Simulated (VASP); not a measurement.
Input:

```
ZrGe2
1.0
    1.89426    -7.45633     0.00000
    1.89426     7.45633     0.00000
    0.00000     0.00000     3.76694
Ge Zr
4 2
Direct
  0.94053   0.05947   0.25000
  0.05947   0.94053   0.75000
  0.24989   0.75011   0.25000
  0.75011   0.24989   0.75000
  0.60467   0.39533   0.25000
  0.39533   0.60467   0.75000
```

Level of theory: PBEsol GGA, VASP's PBE PAW potentials (set 64) (plane waves; VASP). Settings: 400 eV cut-off, 9×9×9 Γ-centred mesh, tetrahedra with Blöchl corrections, potentials Ge_d Zr_sv.

The cores are frozen, which limits the accuracy of field gradients.

Give the principal components of the electric field gradient (V/Å²) and the asymmetry η at each nucleus.

```csv
atom,Vxx,Vyy,Vzz,η
Ge1,-91.5,-34.6,126.1,0.45
Ge2,-91.5,-34.6,126.1,0.45
Ge3,55.7,53.8,-109.4,0.02
Ge4,55.7,53.8,-109.4,0.02
Zr5,5.3,4.7,-10.0,0.06
Zr6,5.3,4.7,-10.0,0.06
```

The structure was generated: ZrGe2 was put into the C49 type (Cmcm), which need not be its known phase. It was relaxed first.
